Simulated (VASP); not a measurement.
Wanted: the native input for a VASP 6.6.1 run.

| Item | Value |
| --- | --- |
| Task | single point |
| Functional | PBEsol |
| Potentials or basis | VASP PAW PBE potentials, release 64 (Fe, Si, C) |
| Cutoff | 450 eV |
| k mesh | 2 × 3 × 3 |
| Occupations | gaussian, width 0.03 eV |
| Spin | collinear spin, ferromagnetic start |
| Starting moments | [1.0, 0.0, 0.0, 0.0, 0.0, 0.0, 0.0, 0.0, 0.0, 0.0, 0.0, 0.0, 0.0, 0.0, 0.0, 0.0, 0.0, 0.0, 0.0, 0.0, 0.0, 0.0, 0.0, 0.0] μB |
| Fixed moment | 1 μB |
| Hubbard terms | Fe d U = 6 eV |
| Dq | -1 |
| Further INCAR settings | LREAL = Auto; ALGO = Normal; EDIFF = 1e-05; ISYM = 0; NELECT = 101.0 |

The structure of FeSi11C12 (a cell with a defect) lies in POSCAR:

```
FeSi11C12                               
1.0
    0.0000000000      6.5370000000      6.5370000000
    4.3580000000      0.0000000000      4.3580000000
    4.3580000000      4.3580000000      0.0000000000
  Fe              Si              C             
     1    11    12
Direct
     0.0014426982736218    0.9999674175892752    0.9996701543957998
     0.0002501479209891    0.0006558600684575    0.4993506969070062
     0.0002740497150699    0.4991155603079518    0.0003934854087505
     0.0004546111192604    0.4993240942277991    0.4989638586073171
     0.3308759468095820    0.0020793962012043    0.0021777927475645
     0.3322824080490621    0.0016360398121468    0.5002346043988238
     0.3323566674867452    0.5001527713195035    0.0014288981992517
     0.3322889740247392    0.5008588571771860    0.5007691124405781
     0.6691918106744846    0.0004835151855716    0.9991698012097605
     0.6667501266784950    0.0022030050034965    0.4973455438815899
     0.6667257552931043    0.4988462358049062    0.0003032393509514
     0.6673761322287579    0.5002479504679544    0.4987638458389540
     0.0846063698479886    0.1286249265644555    0.1294230186430199
     0.0852925760525035    0.1277664406374054    0.6148557970433272
     0.0854721434505047    0.6149238173565778    0.1274983762192713
     0.0829091962669853    0.6252316738002629    0.6249949168388073
     0.4198567580295248    0.1234831983970744    0.1233971066500102
     0.4155965398179217    0.1257105184145418    0.6271267405299294
     0.4155830341517829    0.6271761025516286    0.1254707758680478
     0.4171961944337902    0.6251401037723358    0.6249011014358057
     0.7421088830809043    0.1302173165564293    0.1285232331829928
     0.7499728705826509    0.1255691894249829    0.6243210376163504
     0.7499449837039902    0.6254710851801376    0.1240629551183708
     0.7493061223075540    0.6265209241787161    0.6246179074677017
```

These files were run (other wordings do the same):

INCAR

```
PREC = Accurate ; ENCUT = 450
EDIFF = 1E-5 ; ISMEAR = 0
SIGMA = 0.03 ; LREAL = Auto
LASPH = True ; NELM = 120
ALGO = Normal ; ISIF = 2
LWAVE = False ; LCHARG = False
ISPIN = 2 ; MAGMOM = 1 0 0 0 0 0 0 0 0 0 0 0 0 0 0 0 0 0 0 0 0 0 0 0
LORBIT = 11 ; NUPDOWN = 1
LMAXMIX = 4 ; LDAU = True
LDAUTYPE = 2 ; LDAUL = 2 -1 -1
LDAUU = 6 0 0 ; LDAUJ = 0 0 0
LDAUPRINT = 1 ; GGA = PS
NELECT = 101.0 ; ISYM = 0
```

KPOINTS

```
regular mesh
0
Gamma
  2 3 3
```

Potentials or basis: VASP PAW PBE potentials, release 64 (Fe, Si, C).

Run with:

```sh
$ cat potpaw_PBE.64/Fe/POTCAR potpaw_PBE.64/Si/POTCAR potpaw_PBE.64/C/POTCAR > POTCAR
$ mpirun -np 1 vasp_std > vasp.out
```

Results of the run:

```yaml
Largest_force: 0.631 eV/Å
Net_moment: 1.00 μB per cell
Site_moments: Fe +1.53; Si +0.00, +0.01, -0.01; C -0.12, -0.10, -0.00, -0.02, -0.01, -0.05 μB
Valence_electrons_inside_the_program's_atomic_spheres: Fe 7.67; Si 1.71, 1.70; C 2.53, 2.55, 2.54
```

Caveat: the k mesh is coarse (spacing up to 0.42 Å⁻¹), so the values aren't converged; the PAW data sets were made with another functional, which shifts forces and pressure a little; the total moment is fixed, so each spin has its own Fermi level; the U is typed as a test and isn't derived for this compound.

It took 31 min on 1 thread of Intel(R) Xeon(R) Platinum 8259CL CPU @ 2.50GHz (Skylake/Cascade Lake), on a shared host, peak memory 0.58 GiB.
